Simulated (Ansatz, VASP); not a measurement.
**SnAs in two plane-wave programs**

Wanted: the spread between two codes on one cell, functional and k mesh. The cell is taken from a series of runs on this material, whose earlier steps may have relaxed, scaled, displaced or heated it; both programs get it as it stands.

Main program and level: Ansatz 0.2.0; plane waves, with VASP 6.6.1 beside it; zone-centre phonons at r2SCAN.

**1. Starting point**

It takes space group Fm-3m (No. 225, cubic). The conventional cell has a = 5.748 Å, b = 5.748 Å, c = 5.748 Å, α = 90.00°, β = 90.00°, γ = 90.00°. Nearest to Sn lie 6 As at 2.87 Å. Nearest to As lie 6 Sn at 2.87 Å. Farther neighbours are not listed.

Coordinates:

```xyz
2
Lattice="0.0000 2.8740 2.8740 2.8740 0.0000 2.8740 2.8740 2.8740 0.0000" Properties=species:S:1:pos:R:3 pbc="T T T"
Sn    0.0000    0.0000    0.0000
As    2.8740    2.8740    2.8740
```

**2. VASP: zone-centre phonons, r2SCAN**

Second derivatives magnify differences that forces hide, and they need a tight electronic threshold.

Lines of VASP's logs that name or quote its potential files are left out, and so is its time.

File INCAR:

```
SYSTEM = SnAs
PREC = Accurate
ENCUT = 550
EDIFF = 1E-08
NELM = 120
ISMEAR = 1
SIGMA = 0.15
LREAL = .FALSE.
ALGO = Normal
METAGGA = R2SCAN
LASPH = .TRUE.
NBANDS = 15
LORBIT = 11
LWAVE = .FALSE.
LCHARG = .FALSE.
ISIF = 2
IBRION = 6
NFREE = 2
POTIM = 0.015
NSW = 1
GGA_COMPAT = .FALSE.
LMIXTAU = .TRUE.
KPAR = 2
```

File POSCAR:

```
SnAs
1.0
    0.0000000000      2.8740491199      2.8740491199
    2.8740491199      0.0000000000      2.8740491199
    2.8740491199      2.8740491199      0.0000000000
Sn As
1 1
Direct
    0.0000000000      0.0000000000      0.0000000000
    0.5000000000      0.5000000000      0.5000000000
```

File KPOINTS:

```
Automatic mesh
0
Gamma
12 12 12
0 0 0
```

PAW data sets: Sn_d and As (PBE family, release 64).

The run is started by

```sh
$ mpirun -np 2 vasp_std
```

Numbers of over 12 decimals in the logs are rounded to 6 here.

Output:

```text
[banner, memory and clock lines left out]
running    2 mpi-ranks, on    1 nodes
 distrk:  each k-point on    1 cores,    2 groups
 distr:  one band on    1 cores,    1 groups

 POSCAR found type information on POSCAR SnAs
 POSCAR found :  2 types and       2 ions
|                                                                             |
|               ----> ADVICE to this user running VASP <----                  |
|                                                                             |
|     You enforced a specific xc type in the INCAR file but a different       |
|     [... a line on the potential file left out ...]
|     I HOPE YOU KNOW WHAT YOU ARE DOING!                                     |
|                                                                             |

 LDA part: xc-table for (None), standard interpolation
 POSCAR, INCAR and KPOINTS ok, starting setup
 FFT: planning ... GRIDC
 FFT: planning ... GRID_SOFT
 FFT: planning ... GRID
 WAVECAR not read
 entering main loop
       N       E                     dE             d eps       ncg     rms          rms(c)
DAV:   1     0.877638060743E+02    0.87764E+02   -0.97145E+03  2195   0.166E+03
DAV:   2    -0.325311761364E+02   -0.12029E+03   -0.11672E+03  2307   0.390E+02
DAV:   3    -0.422714537744E+02   -0.97403E+01   -0.96532E+01  2769   0.934E+01
DAV:   4    -0.424906174663E+02   -0.21916E+00   -0.21911E+00  2406   0.152E+01
DAV:   5    -0.424983868482E+02   -0.77694E-02   -0.77693E-02  3223   0.270E+00    0.353E+00
DAV:   6    -0.395075621225E+02    0.29908E+01   -0.10205E+00  2713   0.170E+01    0.207E+00
DAV:   7    -0.394693334639E+02    0.38229E-01   -0.35642E-01  2251   0.684E+00    0.947E-01
DAV:   8    -0.395353770045E+02   -0.66044E-01   -0.23643E-01  2174   0.516E+00    0.409E-01
DAV:   9    -0.394639650142E+02    0.71412E-01   -0.17914E-01  2167   0.370E+00    0.213E-01
DAV:  10    -0.395588407087E+02   -0.94876E-01   -0.46667E-02  2160   0.153E+00    0.717E-02
DAV:  11    -0.395626605259E+02   -0.38198E-02   -0.41894E-03  2720   0.686E-01    0.409E-02
DAV:  12    -0.395622758029E+02    0.38472E-03   -0.60413E-04  2384   0.272E-01    0.176E-02
DAV:  13    -0.395626697066E+02   -0.39390E-03   -0.21195E-04  2440   0.153E-01    0.150E-02
DAV:  14    -0.395626869843E+02   -0.17278E-04   -0.19537E-05  2692   0.503E-02    0.462E-03
DAV:  15    -0.395626913108E+02   -0.43266E-05   -0.61989E-06  2608   0.246E-02    0.873E-04
DAV:  16    -0.395626914751E+02   -0.16423E-06   -0.65728E-07  2510   0.909E-03    0.127E-03
DAV:  17    -0.395626912351E+02    0.24001E-06   -0.14074E-07  2531   0.392E-03    0.407E-04
DAV:  18    -0.395626915932E+02   -0.35813E-06   -0.25943E-07  2370   0.541E-03    0.298E-04
DAV:  19    -0.395626915799E+02    0.13311E-07   -0.47073E-09  1836   0.648E-04    0.186E-04
DAV:  20    -0.395626915841E+02   -0.42451E-08   -0.75243E-10  1465   0.275E-04
   1 F= -.39562692E+02 E0= -.39562839E+02  d E =0.441079E-03
[...]
2 F= -.39562568E+02 E0= -.39562715E+02  d E =0.441499E-03
[...]
3 F= -.39562568E+02 E0= -.39562715E+02  d E =0.441500E-03
[...]
4 F= -.39562570E+02 E0= -.39562717E+02  d E =0.441501E-03
 Finite differences progress:
  Degree of freedom:   2/  2
  Displacement:        1/  2
  Total:               3/  4
 bond charge predicted
       N       E                     dE             d eps       ncg     rms          rms(c)
DAV:   1    -0.395607512036E+02    0.18186E-02   -0.33082E-01  4974   0.233E+00    0.117E-01
DAV:   2    -0.395625222104E+02   -0.17710E-02   -0.10449E-02  5583   0.601E-01    0.509E-02
DAV:   3    -0.395625052178E+02    0.16993E-04   -0.17035E-04  6150   0.967E-02    0.198E-02
DAV:   4    -0.395625520080E+02   -0.46790E-04   -0.12958E-04  5513   0.722E-02    0.992E-03
DAV:   5    -0.395625225988E+02    0.29409E-04   -0.10142E-04  5359   0.651E-02    0.301E-03
DAV:   6    -0.395625690665E+02   -0.46468E-04   -0.34522E-05  5275   0.343E-02    0.109E-03
DAV:   7    -0.395625696135E+02   -0.54703E-06   -0.75062E-07  6381   0.712E-03    0.106E-03
DAV:   8    -0.395625696818E+02   -0.68320E-07   -0.60638E-08  5766   0.177E-03    0.818E-04
DAV:   9    -0.395625697186E+02   -0.36828E-07   -0.10013E-07  5604   0.276E-03    0.271E-04
DAV:  10    -0.395625698048E+02   -0.86134E-07   -0.60225E-08  5457   0.186E-03    0.134E-04
DAV:  11    -0.395625698102E+02   -0.54429E-08   -0.28243E-09  3313   0.362E-04
   5 F= -.39562570E+02 E0= -.39562717E+02  d E =0.441506E-03
 Finite differences progress:
  Degree of freedom:   2/  2
  Displacement:        2/  2
  Total:               4/  4
```

From OUTCAR (step 2):

```text
ion  position               nearest neighbor table
   1  0.000  0.000  0.000-   2 2.87   2 2.87   2 2.87   2 2.87   2 2.87   2 2.87
   2  0.500  0.500  0.500-   1 2.87   1 2.87   1 2.87   1 2.87   1 2.87   1 2.87

  LATTYP: Found a face centered cubic cell.
 ALAT       =     5.7480982398

 Subroutine GETGRP returns: Found 48 space group operations
 (whereof 48 operations were pure point group operations)

The static configuration has the point symmetry O_h .

 Found     72 irreducible k-points:

   k-points           NKPTS =     72   k-points in BZ     NKDIM =     72   number of bands    NBANDS=     15

   dimension x,y,z NGX =    32 NGY =   32 NGZ =   32
   dimension x,y,z NGXF=    64 NGYF=   64 NGZF=   64

   ENCUT  =  550.0 eV  40.42 Ry    6.36 a.u.   7.77  7.77  7.77*2*pi/ulx,y,z

   NELECT =      19.0000    total number of electrons

 k-points in reciprocal lattice and weights: Automatic mesh
   0.00000000  0.00000000  0.00000000       0.001
   0.08333333  0.00000000  0.00000000       0.005
   0.16666667  0.00000000  0.00000000       0.005
   0.25000000  0.00000000  0.00000000       0.005
   0.33333333  0.00000000  0.00000000       0.005
   0.41666667  0.00000000  0.00000000       0.005
   0.50000000  0.00000000  0.00000000       0.002
   0.08333333  0.08333333  0.00000000       0.003
   0.16666667  0.08333333  0.00000000       0.014
[...]
-0.33333333  0.50000000  0.16666667       0.007
  -0.25000000  0.50000000  0.25000000       0.003

 average (electrostatic) potential at core
       1-105.9091       2 -52.2890

 E-fermi :   6.8894

 k-point     1 :       0.0000    0.0000    0.0000
  band No.  band energies     occupation
    ...
      6      -6.8726      2.00000
      7       4.2721      2.00000
      8       5.5650      2.00000
      9       5.5658      2.00000
     10       5.5658      2.00000
     11      12.5670      0.00000
     12      12.5670      0.00000
     13      12.5734      0.00000
     14      13.2316      0.00000
     15      13.2371      0.00000

 k-point     2 :       0.0833    0.0000    0.0000
  band No.  band energies     occupation
    ...
      6      -6.7869      2.00000
      7       3.4218      2.00000
      8       5.5767      2.00000
      9       5.5772      2.00000
     10       6.2589      2.00000
     11      11.9943      0.00000
     12      11.9963      0.00000
     13      12.0502      0.00000
     14      13.2939      0.00000
     15      13.4502      0.00000

 k-point     3 :       0.1667    0.0000    0.0000
  band No.  band energies     occupation
    ...
      5     -15.4601      2.00000
      6      -6.5329      2.00000
      7       2.0945      2.00000
      8       5.6182      2.00000
      9       5.6188      2.00000
     10       7.0982     -0.06410
     11      10.9679      0.00000
     12      10.9692      0.00000
     13      11.2311      0.00000
     14      13.4040      0.00000
    ...

  Total        0.0178666      0.0092731      0.0092731      0.0000000      0.0000000      0.0000000
  in kB        0.6028937      0.3129127      0.3129127      0.0000000      0.0000000      0.0000000
  external PRESSURE =       0.4095731 kB  Pullay stress =       0.0000000 kB

  energy-cutoff  :      550.00
  volume of cell :       47.48
      direct lattice vectors                 reciprocal lattice vectors
     0.000000000  2.874049120  2.874049120    -0.173970583  0.173970583  0.173970583
     2.874049120  0.000000000  2.874049120     0.173970583 -0.173970583  0.173970583
     2.874049120  2.874049120  0.000000000     0.173970583  0.173970583 -0.173970583

 POSITION                                       TOTAL-FORCE (eV/Angst)
 -----------------------------------------------------------------------------------
      0.00000      0.00000      0.00000        -0.016255      0.000000      0.000000
      2.85905      2.87405      2.87405         0.016255      0.000000      0.000000
 -----------------------------------------------------------------------------------
    total drift:                                0.000090      0.000000     -0.000000

  FREE ENERGIE OF THE ION-ELECTRON SYSTEM (eV)
  ---------------------------------------------------
  free  energy   TOTEN  =       -39.5625698102 eV

  energy  without entropy=      -39.5630113165  energy(sigma->0) =      -39.56271698

 Eigenvectors and eigenvalues of the dynamical matrix
 ----------------------------------------------------

   1 f  =    2.402866 THz    15.097650 2PiTHz   80.150967 cm-1     9.937449 meV
             X         Y         Z           dx          dy          dz
      0.000000  0.000000  0.000000     0.000000    0.622867    0.000000
      2.874049  2.874049  2.874049     0.000000   -0.782328    0.000000

   2 f  =    2.402866 THz    15.097650 2PiTHz   80.150967 cm-1     9.937449 meV
             X         Y         Z           dx          dy          dz
      0.000000  0.000000  0.000000    -0.622867    0.000000    0.000000
      2.874049  2.874049  2.874049     0.782328    0.000000    0.000000

   3 f  =    2.402866 THz    15.097650 2PiTHz   80.150967 cm-1     9.937449 meV
             X         Y         Z           dx          dy          dz
      0.000000  0.000000  0.000000     0.000000    0.000000   -0.622867
      2.874049  2.874049  2.874049     0.000000    0.000000    0.782328

   4 f/i=    0.002549 THz     0.016018 2PiTHz    0.085038 cm-1     0.010543 meV
             X         Y         Z           dx          dy          dz
      0.000000  0.000000  0.000000     0.782328    0.000000    0.000000
      2.874049  2.874049  2.874049     0.622867    0.000000    0.000000

   5 f/i=    0.002549 THz     0.016018 2PiTHz    0.085038 cm-1     0.010543 meV
             X         Y         Z           dx          dy          dz
      0.000000  0.000000  0.000000     0.000000   -0.782328    0.000000
      2.874049  2.874049  2.874049     0.000000   -0.622867    0.000000

   6 f/i=    0.002549 THz     0.016018 2PiTHz    0.085038 cm-1     0.010543 meV
             X         Y         Z           dx          dy          dz
      0.000000  0.000000  0.000000     0.000000    0.000000    0.782328
      2.874049  2.874049  2.874049     0.000000    0.000000    0.622867

 ELASTIC MODULI CONTR FROM IONIC RELAXATION (kBar)
 Direction    XX          YY          ZZ          XY          YZ          ZX
 --------------------------------------------------------------------------------
 XX           0.0000      0.0000      0.0000      0.0000      0.0000      0.0000
 YY           0.0000      0.0000      0.0000      0.0000      0.0000      0.0000
 ZZ           0.0000      0.0000      0.0000      0.0000      0.0000      0.0000
 XY           0.0000      0.0000      0.0000      0.0000      0.0000      0.0000
 YZ           0.0000      0.0000      0.0000      0.0000      0.0000      0.0000
 ZX           0.0000      0.0000      0.0000      0.0000      0.0000      0.0000
 --------------------------------------------------------------------------------

 total charge
# of ion       s       p       d       tot
------------------------------------------
    1        1.200   0.959  10.011  12.170
    2        1.258   1.486   0.034   2.778
--------------------------------------------------
tot          2.458   2.445  10.045  14.947

[... 3 further parts left out ...]
```

Levels, forces or a CONTCAR printed for this step are those of its last displaced cell, not of the structure at rest.

(Part 1 of 2 ends here.)

[Lines on the potential files, build, host, timing and source positions are cut from VASP's logs without a mark.]

[Logs are printed without paths, hosts, clocks, repeated set-up lines and the standing remarks that a program may print on its own settings, such as how far it seeks lower states.]

[Hosts, paths, dates, database ids (printed as entryN), source tags and the programs' standing remarks are cut or masked in the printed files.]
